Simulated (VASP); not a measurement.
```
CELL_PARAMETERS angstrom
      4.77484     0.00000     0.00000
      0.00000     4.77484     0.00000
      0.00000     0.00000     4.77484
ATOMIC_POSITIONS crystal
  Cs 0.00000 0.00000 0.00000
  I  0.50000 0.50000 0.50000
```

Calculation: PBE0 hybrid, VASP's PBE PAW potentials (set 64) (plane waves; VASP). Settings: 300 eV cut-off, 4×4×4 Γ-centred mesh, Gaussian smearing of 0.010 eV, potentials Cs_sv I.

Unless said otherwise, spin-orbit coupling is left out, though it shifts the bands of the heavy elements here.

Problem. What does the run give for the energy per atom (σ→0), band gap (on the k-mesh) with the smallest direct gap where there is one?

Solution. 
```json
{
  "band gap (on the k-mesh)": "5.14 eV",
  "smallest direct gap (on the k-mesh)": "5.25 eV",
  "energy per atom (σ→0)": "-3.392 eV/atom"
}
```

Total energies compare only between runs with the same potentials, cut-off and functional.

The structure comes from a computed database's CsI entry; how it stands against other phases isn't given here. The cell was not relaxed at this level.
